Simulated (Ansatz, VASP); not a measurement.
# Hf2Zr (Hf2Zr in the C11b ordering): VASP beside Ansatz, part 2 of 2

One calculation is typed for both programs; each brings its own data sets. How far apart do they land? The cell is generated by rule, not measured, and may not be a known phase. Of the first pair: The cell is taken from a series of runs on this material, whose earlier steps may have relaxed, scaled, displaced or heated it; both programs get it as it stands.

VASP 6.6.1 and Ansatz 0.2.0.

So far: Set-up; VASP: relaxation of cell and atoms, PBEsol, pair 1; Ansatz: relaxation of cell and atoms, PBEsol, pair 1; Differences.

### 5. Ansatz: relaxation of cell and atoms, PBEsol, pair 2

Level of this step: Ansatz beside VASP: Kohn-Sham DFT, plane waves, PBEsol (Ansatz).

The relaxed volume is the usual yardstick between codes: in a stiff, nearly cubic crystal its relative difference is about their pressure difference at one cell divided by the bulk modulus. Its start cell is another than that of the pair before, and may be another structure of the material.

The two relaxations start from unlike cells of this crystal (the structure described is Ansatz's start), so only their ends are compared.

File input.yaml:

```yaml
crystal:
  lattice:
    - [3.56807, 0.0, 0.0]
    - [0.0, 3.56807, 0.0]
    - [1.78404, 1.78404, 5.35211]
  atoms:
    - { symbol: Zr, position: [0.0, 0.0, 0.0] }
    - { symbol: Hf, position: [0.66666667, 0.66666667, 0.66666667] }
    - { symbol: Hf, position: [0.33333333, 0.33333333, 0.33333333] }
kpoints:
  mp_grid: { grid: [10, 10, 10] }
hamiltonian:
  xc: pbesol
scf:
  occupations: { method: gaussian, width: 0.1 }
output:
  forces: true
  stress: true
  eigenvalues: true
relax:
  adjacent_minimum: "off"
  f_tol: 0.005
  max_steps: 80
  cell: { stress_tol: 0.05 }
```

On the command line:

```sh
> ansatz run input.yaml --threads 4 --pin off --max-ram 8192MiB --backend cpu --events-out ev --progress --plain --runs-dir out
```

Numbers of over 12 decimals in the logs are rounded to 6 here.

Output:

```text
[...]
Crystal: 3 atoms, lattice volume = 68.138 Å³
Basis set: ecut = 420 eV, 1297 PW (Γ), exchange–correlation on 48×48×80 points (8 copies of the dense FFT grid, shifted against one another)
Bands: 39, of which v1, the nominal top of the filled ones, is band 32 counted from 1 (31 counted from 0)
Symmetry: 16 space group operations
[...]
k-points: 102 of 1000
[...]
--- Relaxed structure (16 steps of the walk, 14 accepted, 2 SCFs on fresh bases) ---
[...]
cell:  # Å, volume = 65.4168 Å³
    - [3.133169, -3.4175303155149705e-13, -1.4635205016289143e-6]
    - [-3.4175303169380715e-13, 3.133169, -1.4635205015784797e-6]
    - [1.566588, 1.566588, 6.663795]
  atoms:
    - { symbol: Zr, position: [0, 0, 0] }
    - { symbol: Hf, position: [0.669316, 0.669316, 0.661368] }
    - { symbol: Hf, position: [0.330684, 0.330684, 0.338632] }
[key lines of the parts left out:]
SCF converged after 6 iterations
Free energy (F): -35324.540022 eV
Fermi energy:    18.370107 eV
P = ⅓ Tr σ = -0.0013 GPa (-0.013 kbar)
```

### 6. VASP: relaxation of cell and atoms, PBEsol, pair 2

Its own start cell and the same functional, mesh and smearing now go to VASP, with its own data sets.

File INCAR:

```
SYSTEM = Hf2Zr
PREC = Accurate
ENCUT = 500
EDIFF = 1E-07
NELM = 120
ISMEAR = 0
SIGMA = 0.1
LREAL = .FALSE.
ALGO = Normal
GGA = PS
NBANDS = 22
LASPH = .TRUE.
LORBIT = 11
LWAVE = .FALSE.
LCHARG = .FALSE.
ISIF = 3
IBRION = 2
NSW = 80
EDIFFG = -0.005
GGA_COMPAT = .FALSE.
NELMIN = 4
KPAR = 2
```

File POSCAR:

```
Hf2Zr
1.0
    3.1336509093      0.0000000000     -0.0000019044
    0.0000000000      3.1336509093     -0.0000019044
    1.5668280673      1.5668280673      6.6431982428
Zr Hf
1 2
Direct
    0.0000000000      0.0000000000      0.0000000000
    0.6694554267      0.6694554267      0.6610895202
    0.3305447601      0.3305447601      0.3389106666
```

File KPOINTS:

```
Automatic mesh
0
Gamma
10 10 10
0 0 0
```

Potentials, in the order of the species: Zr_sv and Hf_pv (PBE family, release 64).

On the command line:

```sh
> mpirun -np 2 vasp_std
```

Output:

```text
[banner, memory and clock lines left out]
running    2 mpi-ranks, on    1 nodes
[...]
[... a notice as in an earlier step ...]

 LDA part: xc-table for (Slater+PW92), standard interpolation
 POSCAR, INCAR and KPOINTS ok, starting setup
[...]
entering main loop
       N       E                     dE             d eps       ncg     rms          rms(c)
DAV:   1     0.174365637506E+03    0.17437E+03   -0.17401E+04  4488   0.139E+03
DAV:   2    -0.210035106276E+02   -0.19537E+03   -0.18791E+03  5148   0.352E+02
DAV:   3    -0.307797371344E+02   -0.97762E+01   -0.92442E+01  8030   0.529E+01
DAV:   4    -0.310260365323E+02   -0.24630E+00   -0.24485E+00  5510   0.728E+00
[...]
DAV:  13    -0.299420938877E+02   -0.79995E-06   -0.10438E-06  6306   0.686E-03    0.190E-02
DAV:  14    -0.299420934002E+02    0.48752E-06   -0.19828E-07  4100   0.334E-03    0.224E-03
DAV:  15    -0.299420933842E+02    0.16058E-07   -0.28982E-08  3288   0.133E-03
   1 F= -.29942093E+02 E0= -.29932783E+02  d E =-.299421E+02
[... from here on, the cycles between the ionic steps are left out ...]
   2 F= -.29942144E+02 E0= -.29932875E+02  d E =-.509369E-04
   3 F= -.29942145E+02 E0= -.29932878E+02  d E =-.512527E-04
   4 F= -.29942179E+02 E0= -.29932956E+02  d E =-.343517E-04
   5 F= -.29942179E+02 E0= -.29932963E+02  d E =-.348355E-04
   6 F= -.29942177E+02 E0= -.29932973E+02  d E =-.325851E-04
   7 F= -.29942180E+02 E0= -.29932965E+02  d E =-.349444E-04
   8 F= -.29942180E+02 E0= -.29932964E+02  d E =-.350029E-04
   9 F= -.29942182E+02 E0= -.29932978E+02  d E =-.282178E-05
 trial-energy change:   -0.000003  1 .order   -0.000003   -0.000004   -0.000002
 step:   2.1181(harm=  2.1181)  dis= 0.00062  next Energy=   -29.942184 (dE=-0.392E-05)
 reached required accuracy - stopping structural energy minimisation
```

OUTCAR, selected parts (step 6):

```text
  Total        0.0009026      0.0009026     -0.0009220     -0.0000000     -0.0000000     -0.0000000
  in kB        0.0221582      0.0221582     -0.0226333     -0.0000000     -0.0000000     -0.0000000
  external PRESSURE =       0.0072277 kB  Pullay stress =       0.0000000 kB

 POSITION                                       TOTAL-FORCE (eV/Angst)
 -----------------------------------------------------------------------------------
      0.00000      0.00000      0.00000         0.000000      0.000000      0.000000
      3.13083      3.13083      4.40173        -0.000000     -0.000000     -0.003674
      1.56541      1.56541      2.25668         0.000000      0.000000      0.003674
 -----------------------------------------------------------------------------------
    total drift:                               -0.000234     -0.000234     -0.000306

  FREE ENERGIE OF THE ION-ELECTRON SYSTEM (eV)
  ---------------------------------------------------
  free  energy   TOTEN  =       -29.9421824615 eV

  energy  without entropy=      -29.9237731723  energy(sigma->0) =      -29.93297782

[... 2 parts as in an earlier step ...]

[... 2 further parts left out ...]
[key lines of the parts left out:]
E-fermi :   6.3595
```

### 7. Side by side

What differs besides the data sets and the points named for the pairs above, as far as they apply: the data sets hold 64 valence electrons in Ansatz (on its default PAW (the set named soft_2) files) and 32 in VASP. Total energies have different zeros and are not compared.

Compared:

```
                                         quantity  Ansatz   VASP  difference
                                      volume (Å³)   65.42  65.27     +0.23 %
edge a after relaxation, in the typed setting (Å)   3.133  3.131     +0.08 %
edge c after relaxation, in the typed setting (Å)   7.022  7.017     +0.08 %
```

### 8. Outcome

```json
{
  "difference in volume (relaxation of cell and atoms, PBEsol, pair 1)": "0.24 %",
  "difference in volume (relaxation of cell and atoms, PBEsol, pair 2)": "0.23 %"
}
```

**Reading.** The difference in volume is 0.24 % (relaxation of cell and atoms, PBEsol, pair 1), within the 1.2 % picked in this series as the mark of a large difference, as far as the stopping tolerances let one tell. The data sets hold unlike numbers of valence electrons (64 in Ansatz and 32 in VASP), so part of the differences comes from the potentials. 1 further run of this series is not shown here. Such differences can come from data sets, numerical settings and the points named under the comparisons, not from the functional's error against experiment.

[Lines on the potential files, build, host, timing and source positions are cut from VASP's logs without a mark.]

[Logs are printed without paths, hosts, clocks, repeated set-up lines and the standing remarks that a program may print on its own settings, such as how far it seeks lower states.]

[Hosts, paths, dates, database ids (printed as entryN), source tags and the programs' standing remarks are cut or masked in the printed files.]
